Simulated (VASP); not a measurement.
Consider the following.

```
CELL_PARAMETERS angstrom
      0.00000     2.61621     2.61621
      2.61621     0.00000     2.61621
      2.61621     2.61621     0.00000
ATOMIC_POSITIONS crystal
  Ce 0.00000 0.00000 0.00000
  O  0.25000 0.25000 0.25000
  O  0.75000 0.75000 0.75000
```

Calculation: PBE GGA, VASP's PBE PAW potentials (set 64) (plane waves; VASP). Settings: 620 eV cut-off, 7×7×7 Γ-centred mesh, Gaussian smearing of 0.050 eV, potentials Ce O.

Estimate the energy per atom (σ→0), pressure.

```yaml
energy per atom (σ→0): -8.604 eV/atom
pressure: 29.99 GPa
```

Only differences to runs with the same potentials and settings are physical.

The compound is CeO2 in the fluorite structure. It was relaxed first under an external pressure of 30 GPa. The run is not spin-polarised, so no magnetic state was tried.
